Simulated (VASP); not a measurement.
# ScCl5 (P6/mmm) in VASP: notebook

Runs on ScCl5. Level: PBE. Tasks: single point, relaxation of cell and atoms.

All numbers are computed with VASP 6.6.1; they aren't measurements. Logs are shortened: lines on timing, memory, paths and dates and some standing lists are left out, and cuts for length are marked.

### 1 The cell of the first run

It takes space group P6/mmm (No. 191, hexagonal). The conventional cell has a = 5.096 Å, b = 5.096 Å, c = 6.830 Å, α = 90.00°, β = 90.00°, γ = 120.00°. Sc (site symmetry 6/mmm) is surrounded by 6 Cl at 2.94 Å. Cl (site symmetry mmm) is surrounded by 4 Cl at 2.55 Å. Cl (site symmetry -6m2) has 3 Cl at 2.94 Å and 3 Sc at 2.94 Å as nearest neighbours.

The cell was built by a generator and needn't be a form met in nature.

### 2 Single point, PBE (species swapped into the TbNi5 type (P6/mmm, No. 191))

Input file INCAR:

```
SYSTEM = ScCl5
PREC     = Accurate       ! precision mode
ENCUT    = 520            ! plane-wave cutoff, eV
EDIFF    = 1E-7           ! SCF threshold, eV
ISMEAR   = 0              ! smearing method
SIGMA    = 0.1            ! smearing width, eV
LREAL    = .FALSE.        ! projectors in reciprocal space
LASPH    = .TRUE.         ! aspherical terms in the spheres
NELM     = 100            ! most SCF steps
ALGO     = Fast           ! electronic algorithm
ISIF     = 2              ! what is computed and relaxed
LWAVE    = .FALSE.        ! write WAVECAR
LCHARG   = .FALSE.        ! write CHGCAR
GGA      = PE             ! functional
NBANDS   = 32             ! bands
```

Input file KPOINTS:

```
Automatic mesh
0
G
  3 3 4
  0 0 0
```

Input file POSCAR:

```
ScCl5
1.0
    5.0956384194      0.0000000000      0.0000000000
   -2.5478192097      4.4129523197      0.0000000000
    0.0000000000      0.0000000000      6.8299522273
Sc Cl
1 5
Direct
    0.0000000000      0.0000000000      0.0000000000
    0.5000000000      0.0000000000      0.5000000000
    0.5000000000      0.5000000000      0.5000000000
    0.0000000000      0.5000000000      0.5000000000
    0.3333333333      0.6666666667      0.0000000000
    0.6666666667      0.3333333333      0.0000000000
```

Potentials or basis: VASP PAW PBE potentials, release 64 (Sc_sv, Cl).

Command:

```console
$ cat potpaw_PBE.64/Sc_sv/POTCAR potpaw_PBE.64/Cl/POTCAR > POTCAR
$ mpirun -np 1 vasp_std > vasp.out
```

OUTCAR:

```text
SYSTEM = ScCl5
   PREC = Accurate
   ENCUT = 520
   EDIFF = 1E-7
   ISMEAR = 0
   LREAL = .FALSE.
   LASPH = .TRUE.
   NELM = 100
   ISIF = 2
   GGA = PE

 ion  position               nearest neighbor table
   1  0.000  0.000  0.000-   5 2.94   6 2.94   5 2.94   6 2.94   6 2.94   5 2.94
   2  0.500  0.000  0.500-   3 2.55   4 2.55   3 2.55   4 2.55
   3  0.500  0.500  0.500-   2 2.55   2 2.55   4 2.55   4 2.55
   4  0.000  0.500  0.500-   2 2.55   2 2.55   3 2.55   3 2.55
   5  0.333  0.667  0.000-   1 2.94   1 2.94   1 2.94
   6  0.667  0.333  0.000-   1 2.94   1 2.94   1 2.94

  LATTYP: Found a hexagonal cell.
 ALAT       =     5.0956384194
 C/A-ratio  =     1.3403526046

  Lattice vectors:

 A1 = (   5.0956384194,   0.0000000000,   0.0000000000)
 A2 = (  -2.5478192097,   4.4129523197,   0.0000000000)
 A3 = (   0.0000000000,   0.0000000000,   6.8299522273)

Analysis of symmetry for initial positions (statically):
=====================================================================
 Subroutine PRICEL returns:
 Original cell was already a primitive cell.

 Routine SETGRP: Setting up the symmetry group for a
 hexagonal supercell.

 Subroutine GETGRP returns: Found 24 space group operations
 (whereof 24 operations were pure point group operations)
 out of a pool of 24 trial point group operations.

The static configuration has the point symmetry D_6h.

Analysis of symmetry for dynamics (positions and initial velocities):
=====================================================================
 Subroutine PRICEL returns:
 Original cell was already a primitive cell.

 Routine SETGRP: Setting up the symmetry group for a
 hexagonal supercell.

 Subroutine GETGRP returns: Found 24 space group operations
 (whereof 24 operations were pure point group operations)
 out of a pool of 24 trial point group operations.

The dynamic configuration has the point symmetry D_6h.

 Subroutine INISYM returns: Found 24 space group operations
 (whereof 24 operations are pure point group operations),
 and found     1 'primitive' translations

----------------------------------------------------------------------------------------

                                     Primitive cell

  volume of cell :     153.5838

  direct lattice vectors                    reciprocal lattice vectors
     5.095638419  0.000000000  0.000000000     0.196246264  0.113302833  0.000000000
    -2.547819210  4.412952320  0.000000000     0.000000000  0.226605666  0.000000000
     0.000000000  0.000000000  6.829952227     0.000000000  0.000000000  0.146413908

  length of vectors
     5.095638419  5.095638419  6.829952227     0.226605666  0.226605666  0.146413908

  position of ions in fractional coordinates (direct lattice)
     0.000000000  0.000000000  0.000000000
     0.500000000  0.000000000  0.500000000
     0.500000000  0.500000000  0.500000000
     0.000000000  0.500000000  0.500000000
     0.333333333  0.666666667  0.000000000
     0.666666667  0.333333333  0.000000000

  ion indices of the primitive-cell ions
   primitive index   ion index
                 1           1
                 2           2
                 3           3
                 4           4
                 5           5
                 6           6

----------------------------------------------------------------------------------------

 KPOINTS: Automatic mesh

Automatic generation of k-mesh.
 Grid dimensions read from file:
 generate k-points for:    3    3    4

 Generating k-lattice:

  Cartesian coordinates                     Fractional coordinates (reciprocal lattice)
     0.065415421  0.037767611  0.000000000     0.333333333  0.000000000  0.000000000
     0.000000000  0.075535222  0.000000000     0.000000000  0.333333333  0.000000000
     0.000000000  0.000000000  0.036603477     0.000000000  0.000000000  0.250000000

  Length of vectors
     0.075535222  0.075535222  0.036603477

  Shift w.r.t. Gamma in fractional coordinates (k-lattice)
     0.000000000  0.000000000  0.000000000

 Subroutine IBZKPT returns following result:
 ===========================================

 Found      9 irreducible k-points:

 Following reciprocal coordinates:
            Coordinates               Weight
  0.000000  0.000000  0.000000      1.000000
  0.333333  0.000000  0.000000      6.000000
  0.333333  0.333333  0.000000      2.000000
  0.000000  0.000000  0.250000      2.000000
  0.333333  0.000000  0.250000     12.000000
  0.333333  0.333333  0.250000      4.000000
  0.000000  0.000000  0.500000      1.000000
  0.333333  0.000000  0.500000      6.000000
  0.333333  0.333333  0.500000      2.000000
   k-points           NKPTS =      9   k-points in BZ     NKDIM =      9   number of bands    NBANDS=     32
   number of dos      NEDOS =    301   number of ions     NIONS =      6
   total plane-waves  NPLWV =  86400
   dimension x,y,z NGX =    40 NGY =   40 NGZ =   54
   dimension x,y,z NGXF=    80 NGYF=   80 NGZF=  108
   ions per type =               1   5
   NGX,Y,Z   is equivalent  to a cutoff of  13.05, 13.05, 13.14 a.u.
   NGXF,Y,Z  is equivalent  to a cutoff of  26.10, 26.10, 26.29 a.u.
 SYSTEM =  ScCl5
   PREC   = accura    normal or accurate (medium, high low for compatibility)
   ISTART =      0    job   : 0-new  1-cont  2-samecut
   ICHARG =      2    charge: 1-file 2-atom 10-const
   ISPIN  =      1    spin polarized calculation?
   LNONCOLLINEAR =      F non collinear calculations
   LSORBIT =      F    spin-orbit coupling
   LASPH  =      T    aspherical Exc in radial PAW
   ENCUT  =  520.0 eV  38.22 Ry    6.18 a.u.   9.47  9.47 12.70*2*pi/ulx,y,z
   NELM   =    100;   NELMIN=  2; NELMDL= -5     # of ELM steps
   EDIFF  = 0.1E-06   stopping-criterion for ELM
   LREAL  =      F    real-space projection
   EDIFFG = 0.1E-05   stopping-criterion for IOM
   NSW    =      0    number of steps for IOM
   IBRION =     -1    ionic relax: 0-MD 1-quasi-New 2-CG
   NFREE  =      0    steps in history (QN), initial steepest desc. (CG)
   ISIF   =      2    stress and relaxation
   ISYM   =      2    0-nonsym 1-usesym 2-fastsym
   POTIM  = 0.5000    time-step for ionic-motion
   TEBEG  =    0.0;   TEEND  =   0.0 temperature during run
   PSTRESS=    0.0 pullay stress
   NELECT =      46.0000    total number of electrons
   NUPDOWN=      -1.0000    fix difference up-down
   EMIN   =  10.00;   EMAX   =-10.00  energy-range for DOS
   EFERMI =   0.00;   METHOD = LEGACY
   ISMEAR =     0;   SIGMA  =   0.10  broadening in eV -4-tet -1-fermi 0-gaus
   EFERMI_NEDOS =   21; number of points for ismear=-14 and -15
   IALGO  =     68    algorithm
   IMIX   =      4    mixing-type and parameters
     AMIX     =   0.40;   BMIX     =  1.00
     AMIX_MAG =   1.60;   BMIX_MAG =  1.00
  volume/ion in A,a.u.               =      25.60       172.74
  Fermi-wavevector in a.u.,A,eV,Ry     =   1.095332  2.069877 16.323607  1.199751
  Thomas-Fermi vector in A             =   2.231653
   LORBIT       =      0    0 simple, 1 ext, 2 COOP (PROOUT), +10 PAW based schemes
   GGA     = PE    functional components
   LHFCALC =     F    Hartree Fock is set to
   AEXX    =    0.0000 exact exchange contribution
   IVDW    =     0    specifies the selected vdW correction
   LEPSILON=     F    determine dielectric tensor
   LRPA    =     F    only Hartree local field effects (RPA)
 non-spin polarized calculation
 RMM-DIIS sequential band-by-band and
 Gauss-broadening in eV      SIGMA  =   0.10
  energy-cutoff  :      520.00
  volume of cell :      153.58
 maximum number of plane-waves:      4202
 NGX is ok and might be reduce to    40
   NGX = 19   NGY = 19   NGZ = 25

 number of electron      46.0000004 magnetization

 Free energy of the ion-electron system (eV)
  ---------------------------------------------------
  ext. energy  EPLUGINS =         0.00000000
  ---------------------------------------------------
  free energy    TOTEN  =       -17.87056043 eV

  energy without entropy =      -17.82557115  energy(sigma->0) =      -17.84806579

 E-fermi :   2.3642     XC(G=0):  -8.4656

 val. band max:        1.7166914709   @ k =   0.3333   0.0000   0.5000
 cond. band min:       2.4110020241   @ k =   0.3333   0.0000   0.5000
 fundamental gap:      0.6943105533
 Fermi energy:         2.3642326265

 k-point     1 :       0.0000    0.0000    0.0000
  band No.  band energies     occupation
      1     -49.8506      2.00000
      2     -28.5123      2.00000
      3     -28.3111      2.00000
      4     -28.3111      2.00000
      5     -14.3155      2.00000
      6     -13.5662      2.00000
[... 24 lines left out ...]
     31       8.2654      0.00000
     32       8.4419      0.00000

 k-point     2 :       0.3333    0.0000    0.0000
  band No.  band energies     occupation
      1     -49.8506      2.00000
      2     -28.5123      2.00000
      3     -28.3135      2.00000
      4     -28.3115      2.00000
      5     -13.8452      2.00000
      6     -13.2564      2.00000
[... 24 lines left out ...]
     31       6.9712      0.00000
     32       8.3684      0.00000

 k-point     3 :       0.3333    0.3333    0.0000
  band No.  band energies     occupation
      1     -49.8506      2.00000
      2     -28.5122      2.00000
      3     -28.3132      2.00000
      4     -28.3132      2.00000
      5     -13.1261      2.00000
      6     -13.1261      2.00000
[... 24 lines left out ...]
     31       6.5436      0.00000
     32       9.2646      0.00000

 k-point     4 :       0.0000    0.0000    0.2500
  band No.  band energies     occupation
      1     -49.8506      2.00000
      2     -28.5123      2.00000
      3     -28.3111      2.00000
      4     -28.3111      2.00000
      5     -14.3025      2.00000
      6     -13.5838      2.00000
[... 24 lines left out ...]
     31       7.0456      0.00000
     32       9.4326      0.00000

 k-point     5 :       0.3333    0.0000    0.2500
  band No.  band energies     occupation
      1     -49.8506      2.00000
      2     -28.5122      2.00000
      3     -28.3135      2.00000
      4     -28.3115      2.00000
      5     -13.8302      2.00000
      6     -13.2757      2.00000
[... 24 lines left out ...]
     31       6.8424      0.00000
     32       8.6966      0.00000

 k-point     6 :       0.3333    0.3333    0.2500
  band No.  band energies     occupation
      1     -49.8506      2.00000
      2     -28.5122      2.00000
      3     -28.3132      2.00000
      4     -28.3132      2.00000
      5     -13.0999      2.00000
      6     -13.0999      2.00000
[... 24 lines left out ...]
     31       6.5759      0.00000
     32       9.6424      0.00000

 k-point     7 :       0.0000    0.0000    0.5000
  band No.  band energies     occupation
      1     -49.8506      2.00000
      2     -28.5124      2.00000
      3     -28.3111      2.00000
      4     -28.3111      2.00000
      5     -14.2890      2.00000
      6     -13.6021      2.00000
[... 24 lines left out ...]
     31       6.4043      0.00000
     32       9.7042      0.00000

 k-point     8 :       0.3333    0.0000    0.5000
  band No.  band energies     occupation
      1     -49.8506      2.00000
      2     -28.5122      2.00000
      3     -28.3135      2.00000
      4     -28.3115      2.00000
      5     -13.8140      2.00000
      6     -13.2960      2.00000
[... 24 lines left out ...]
     31       6.7813      0.00000
     32       9.3785      0.00000

 k-point     9 :       0.3333    0.3333    0.5000
  band No.  band energies     occupation
      1     -49.8506      2.00000
      2     -28.5122      2.00000
      3     -28.3132      2.00000
      4     -28.3132      2.00000
      5     -13.0651      2.00000
      6     -13.0651      2.00000
[... 24 lines left out ...]
     31       6.5858      0.00000
     32      10.4304      0.00000

------------------------ aborting loop because EDIFF is reached ----------------------------------------

  FORCE on cell =-STRESS in cart. coord.  units (eV):
  Direction    XX          YY          ZZ          XY          YZ          ZX
  --------------------------------------------------------------------------------------
  -------------------------------------------------------------------------------------
  Total       -0.0734536     -0.0734536      0.0065885      0.0000000      0.0000000      0.0000000
  in kB       -0.7662637     -0.7662637      0.0687312      0.0000000      0.0000000      0.0000000
  external PRESSURE =      -0.4879320 kB  Pullay stress =       0.0000000 kB

 VOLUME and BASIS-vectors are now :
 -----------------------------------------------------------------------------
  energy-cutoff  :      520.00
  volume of cell :      153.58
      direct lattice vectors                 reciprocal lattice vectors
     5.095638419  0.000000000  0.000000000     0.196246264  0.113302833  0.000000000
    -2.547819210  4.412952320  0.000000000     0.000000000  0.226605666  0.000000000
     0.000000000  0.000000000  6.829952227     0.000000000  0.000000000  0.146413908

 POSITION                                       TOTAL-FORCE (eV/Angst)
 -----------------------------------------------------------------------------------
      0.00000      0.00000      0.00000        -0.000000      0.000000     -0.000000
      2.54782      0.00000      3.41498        -0.000000      0.000000     -0.000000
      1.27391      2.20648      3.41498        -0.000000      0.000000     -0.000000
     -1.27391      2.20648      3.41498        -0.000000      0.000000     -0.000000
     -0.00000      2.94197      0.00000         0.000000      0.000000      0.000000
      2.54782      1.47098      0.00000        -0.000000      0.000000     -0.000000
 -----------------------------------------------------------------------------------
    total drift:                                0.000000     -0.000000      0.000000

  FREE ENERGIE OF THE ION-ELECTRON SYSTEM (eV)
  ---------------------------------------------------
  free  energy   TOTEN  =       -17.8705604347 eV

  energy  without entropy=      -17.8255711526  energy(sigma->0) =      -17.84806579
```

Wall time 1.9 min (1 thread of Intel Xeon Platinum 8488C (Sapphire Rapids), shared host); peak memory 0.29 GiB.

Results:

```
Free energy            : -17.8706 eV
Pressure               : 0.0 GPa
Band gap on the k mesh : none (metal or under the smearing width)
```

Caveat: the k mesh is coarse (spacing up to 0.47 Å⁻¹), so the values aren't converged; this functional lacks dispersion, which binds the layers, so the pressure and a relaxed spacing across them are unreliable.

### 3 Relaxation of cell and atoms, PBE (species swapped into the TbNi5 type (P6/mmm, No. 191))

Input file INCAR:

```
PREC     = Accurate       # precision mode
ENCUT    = 600            # plane-wave cutoff, eV
EDIFF    = 1E-6           # SCF threshold, eV
ISMEAR   = 0              # smearing method
SIGMA    = 0.1            # smearing width, eV
LREAL    = F              # projectors in reciprocal space
LASPH    = T              # aspherical terms in the spheres
NELM     = 100            # most SCF steps
ALGO     = Normal         # electronic algorithm
ISIF     = 3              # what is computed and relaxed
LWAVE    = F              # write WAVECAR
LCHARG   = F              # write CHGCAR
GGA      = PE             # functional
IBRION   = 2              # ionic algorithm
NSW      = 90             # ionic steps
EDIFFG   = -0.04          # ionic threshold
```

Input file KPOINTS:

```
regular mesh
0
Gamma
  3 3 4
```

Input file POSCAR:

```
ScCl5
1.0
    6.2899229800      0.0000000000      0.0000000000
   -3.1449614900      5.4472330900      0.0000000000
    0.0000000000      0.0000000000      5.0972276300
Sc Cl
1 5
Direct
    0.0000000000      0.0000000000      0.0000000000
    0.5000000000      0.0000000000      0.5000000000
    0.5000000000      0.5000000000      0.5000000000
    0.0000000000      0.5000000000      0.5000000000
    0.3333333300      0.6666666700      0.0000000000
    0.6666666700      0.3333333300      0.0000000000
```

Potentials or basis: VASP PAW PBE potentials, release 64 (Sc_sv, Cl).

Command:

```console
$ cat potpaw_PBE.64/Sc_sv/POTCAR potpaw_PBE.64/Cl/POTCAR > POTCAR
$ mpirun -np 1 vasp_std > vasp.out
```

Run time: 14 min. Hardware: 1 thread of Intel Xeon Platinum 8488C (Sapphire Rapids), shared host; peak memory 0.34 GiB.

It converged, with:

```
Free energy                            : -17.8610 eV
Relaxed volume                         : 25.36 Å³/atom
Relaxed cell                           : a = 5.090 Å, b = 5.090 Å, c = 6.783 Å, α = 90.00°, β = 90.00°, γ = 120.00°
Space group after relaxing (to 0.05 Å) : P6/mmm (No. 191)
Energy gained by relaxing              : 729.3 meV/atom
Ionic steps                            : 15
Pressure after relaxing                : 0.1 GPa
Band gap on the k mesh                 : none (metal or under the smearing width)
```

Step by step:
| step | energy change (eV) | largest force (eV/Å) | pressure (GPa) | volume (Å³) |
| --- | --- | --- | --- | --- |
| 1 | 0.0000 | 0.0000 | -4.22 | 174.64 |
| 2 | -1.2861 | 0.0000 | -3.53 | 155.57 |
| 3 | -3.1988 | 0.0000 | 10.97 | 114.68 |
| 4 | -3.2047 | 0.0000 | 3.33 | 125.64 |
| 5 | -3.3084 | 0.0000 | 6.70 | 119.96 |
| 6 | -3.6559 | 0.0000 | 9.68 | 120.06 |
| 7 | -3.6615 | 0.0000 | 9.33 | 120.09 |
| 8 | -4.1657 | 0.0000 | 3.40 | 133.06 |
| 9 | -4.3075 | 0.0000 | 0.23 | 143.84 |
| 10 | -4.3157 | 0.0000 | -0.55 | 147.21 |
| 11 | -4.3156 | 0.0000 | -0.67 | 147.79 |
| 12 | -4.3533 | 0.0000 | -0.26 | 148.89 |
| 13 | -4.3725 | 0.0000 | 0.56 | 150.66 |
| 14 | -4.3731 | 0.0000 | 0.44 | 150.42 |
| 15 | -4.3759 | 0.0000 | 0.15 | 152.19 |

Final structure:
```
Sc Cl
1.0
     5.08987    0.00000    0.00000
    -2.54494    4.40796    0.00000
     0.00000    0.00000    6.78311
Sc Cl
1 5
Cartesian
  -2.5449 4.4080 0.0000
  2.5449 0.0000 3.3916
  1.2725 2.2040 3.3916
  -1.2725 2.2040 3.3916
  0.0000 2.9386 0.0000
  2.5449 1.4693 0.0000
```

Levels at points of the mesh, in eV from the Fermi level:
```tsv
k point	band 19	band 20	band 21	band 22	band 23	band 24	band 25	band 26	band 27
(0.00, 0.00, 0.00)	-2.34	-1.53	-1.53	0.04	0.05	0.05	1.00	1.24	1.24
(0.00, 0.00, 0.50)	-2.26	-1.44	-1.44	0.08	0.08	0.17	1.00	1.24	1.24
```

Caveat: the k mesh is coarse (spacing up to 0.38 Å⁻¹), so the values aren't converged; this functional lacks dispersion, which binds the layers, so the pressure and a relaxed spacing across them are unreliable.
